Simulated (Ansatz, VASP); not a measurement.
## One calculation of Sr2Sb2O, two programs

File INCAR:

```
ALGO     = Normal         # electronic algorithm
EDIFF    = 1E-6           # SCF threshold, eV
ENCUT    = 520            # plane-wave cutoff, eV
GGA      = PE             # functional
ISIF     = 2              # what is computed and relaxed
ISMEAR   = 0              # smearing method
IVDW     = 12             # dispersion correction
LASPH    = True           # aspherical terms in the spheres
LCHARG   = True           # write CHGCAR
LELF     = True           # ELF
LREAL    = False          # projectors in reciprocal space
LVHAR    = True         
LWAVE    = False          # write WAVECAR
NBANDS   = 26             # bands
NELM     = 60             # most SCF steps
PREC     = Accurate       # precision mode
SIGMA    = 0.1            # smearing width, eV
```

KPOINTS

```
k-points
0
Gamma
  6 6 2
```

Contents of POSCAR:

```
Sr2Sb2O
1.0
    3.6301107000      0.0000000000      0.0000000000
   -1.8150553500      3.1437680900      0.0000000000
    0.0000000000      0.0000000000      8.6305586600
Sr Sb O
2 2 1
Direct
    0.3333333300      0.6666666700      0.9083259500
    0.6666666700      0.3333333300      0.0916740500
    0.6666666700      0.3333333300      0.6663385000
    0.3333333300      0.6666666700      0.3336615000
    0.0000000000      0.0000000000      0.0000000000
```

Input for Ansatz:

```yaml
crystal:
  lattice:
    - [3.6301107, 0.0, 0.0]
    - [-1.81505535, 3.14376809, 0.0]
    - [0.0, 0.0, 8.63055866]
  atoms:
    - { symbol: Sr, position: [0.33333333, 0.66666667, 0.90832595] }
    - { symbol: Sr, position: [0.66666667, 0.33333333, 0.09167405] }
    - { symbol: Sb, position: [0.66666667, 0.33333333, 0.6663385] }
    - { symbol: Sb, position: [0.33333333, 0.66666667, 0.3336615] }
    - { symbol: O, position: [0.0, 0.0, 0.0] }
basis:
  ecutwfc: 420
kpoints:
  mp_grid: { grid: [6, 6, 2] }
hamiltonian:
  xc: pbe
  dispersion: d3bj
scf:
  occupations: { method: gaussian, width: 0.1 }
  lower_state_search: "off"
output:
  forces: true
  stress: true
  eigenvalues: true
```

Alike in both runs: task single point; functional PBE; dispersion D3(BJ); k mesh 6 × 6 × 2; occupations gaussian, width 0.1 eV; no spin polarisation.

```csv
,VASP,Ansatz
version,VASP 6.6.1,Ansatz 0.2.0
potentials or method,"VASP PAW PBE potentials, release 64 (Sr_sv, Sb, O)","scalar-relativistic, plane waves, PAW"
plane-wave cutoff (eV),520,420
valence electrons in the cell,36,56
```

|  | VASP | Ansatz | Ansatz less VASP |
| --- | --- | --- | --- |
| gap on the k mesh at the Fermi level (eV) | none | none | - |
| rms of the force components (eV/Å) | 1.746 | 1.654 | -0.0918 |

Atom by atom the forces differ by 0.114 eV/Å (rms over components). A gap of «none» marks a metal or a gap that the smearing closes. The two sets of potentials don't hold the same shells in valence.

Caveats: the k mesh is coarse (spacing up to 0.36 Å⁻¹), so the values aren't converged; forces of over 1 eV/Å show positions far from the minimum, so gaps and moduli don't describe the material at rest. The runs have no spin-orbit coupling, so splittings on Sb are missing.
